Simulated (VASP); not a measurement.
**Cd2S under changes of volume**

One of the cells (26.860 Å³/atom); the others are scaled copies at fixed shape and fractional positions:

```
Cd S
1.0
     3.98891    0.00000    0.00000
    -1.99446    3.45450    0.00000
     0.00000    0.00000    5.84766
Cd S
2 1
Direct
  0.33333 0.66667 0.93272
  0.66667 0.33333 0.57873
  0.33333 0.66667 0.36571
```

The cell comes from a database or a generator and needn't be the stable form of this composition.

* Program: VASP 6.6.1
* Functional: PBEsol
* Potentials or basis: VASP PAW PBE potentials, release 64 (Cd, S)
* Cutoff: 520 eV
* k mesh: 8 × 8 × 5
* Occupations: fermi-dirac, width 0.05 eV
* Spin: no spin polarisation

```csv
volume (Å³/atom),energy over the lowest point (meV/atom),pressure (GPa),gap on the mesh (eV),largest force (eV/Å)
24.753,0.00,0.0,0.20,0.131
25.280,1.59,-1.0,0.20,0.082
25.806,6.38,-1.9,0.21,0.079
26.860,24.07,-3.4,0.24,0.191
27.386,36.36,-4.1,0.26,0.257
27.913,?,?,?,?
```

Task: What does the run at 27.913 Å³/atom give?

Result: Energy over the lowest point 50.58 meV/atom; pressure -4.6 GPa; gap on the mesh 0.27 eV; largest force 0.319 eV/Å.

Worked out: A Birch-Murnaghan fit of order 3 (a polynomial in V^(-2/3)) to the other rows has its minimum at 24.77 Å³/atom with B0 = V·E''(V) = 51 GPa and B' = 4.7 at fixed shape and positions, which overstates the stiffness. It gives 50.62 meV/atom at 27.913 Å³/atom, against the run's 50.58, and -dE/dV = -4.6 GPa, against -4.6. A parabola through the other rows of the gap, of slope 1.46 eV per unit of ln V there, extrapolates to 0.29 eV, against the run's 0.27.

Energies are extrapolated to zero smearing.

Caveats: the PAW data sets were made with another functional, which shifts forces and pressure a little; an odd mesh through Γ misses points on the zone boundary, where band edges often lie. Spin-orbit coupling on Cd is left out.
